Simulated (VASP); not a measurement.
Consider the following.

```
CdS
1.0
    2.10342    -3.64322     0.00000
    2.10342     3.64322     0.00000
    0.00000     0.00000     6.83231
Cd S
2 2
Direct
  0.66667   0.33333   0.50000
  0.33333   0.66667   0.00000
  0.66667   0.33333   0.87700
  0.33333   0.66667   0.37700
```

These are PBE GGA, VASP's PBE PAW potentials (set 64) (plane waves; VASP) values and carry that method's errors. Settings: 520 eV cut-off, 6×6×3 Γ-centred mesh, Gaussian smearing of 0.050 eV, potentials Cd S.

Q: What does the run give for the energy per atom (σ→0), band gap (on the k-mesh) with the smallest direct gap where there is one?

A: 
```
Quantity                                      Value
-----------------------------------  --------------
band gap (on the k-mesh)                    1.10 eV
smallest direct gap (on the k-mesh)         1.10 eV
energy per atom (σ→0)                -3.074 eV/atom
```

The compound is CdS in the wurtzite structure. It was relaxed first. The start is the result of an earlier pass.
